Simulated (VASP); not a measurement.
Hf$_{2}$Zr$_{2}$C$_{4}$ (ordered alloy cell): computed properties

Calculation: PBEsol GGA, VASP's PBE PAW potentials (set 64) (plane waves; VASP).

| Property | Value |
|---|---|
| space group | R-3m (166) |
| cell | a = b = 3.2791 Å, c = 32.1576 Å, α = β = 90.00°, γ = 120.00° |
| volume per atom | 12.48 Å³/atom |
| band gap (over mesh and band path) | none (metal, semimetal or under 0.01 eV) |
| density | 9.77 g/cm³ |

```cif
data_C12Hf6Zr6
_chemical_formula_sum 'Zr6 C12 Hf6'
_space_group_name_H-M_alt 'R-3m :H'
_space_group_IT_number 166
_space_group_name_Hall '-R 3 2"'
_cell_length_a 3.27906
_cell_length_b 3.27906
_cell_length_c 32.15761
_cell_angle_alpha 90.000
_cell_angle_beta 90.000
_cell_angle_gamma 120.000
loop_
_atom_site_label
_atom_site_type_symbol
_atom_site_symmetry_multiplicity
_atom_site_Wyckoff_symbol
_atom_site_fract_x
_atom_site_fract_y
_atom_site_fract_z
_atom_site_occupancy
Zr1 Zr 6 c 0.00000 0.00000 0.37547 1
C1 C 3 a 0.00000 0.00000 0.00000 1
C2 C 6 c 0.00000 0.00000 0.24889 1
C3 C 3 b 0.00000 0.00000 0.50000 1
Hf1 Hf 6 c 0.00000 0.00000 0.12547 1
```
(The calculation used a cell of 8 atoms; values per cell refer to that cell.)

Unless said otherwise, spin-orbit coupling is left out, though it shifts the bands of the heavy elements here.

The structure was generated: Hf2Zr2C4 was put into an ordered model structure (R-3m), which need not be its known phase. It was relaxed first. Symmetry was kept, so distortions that lower it aren't found.
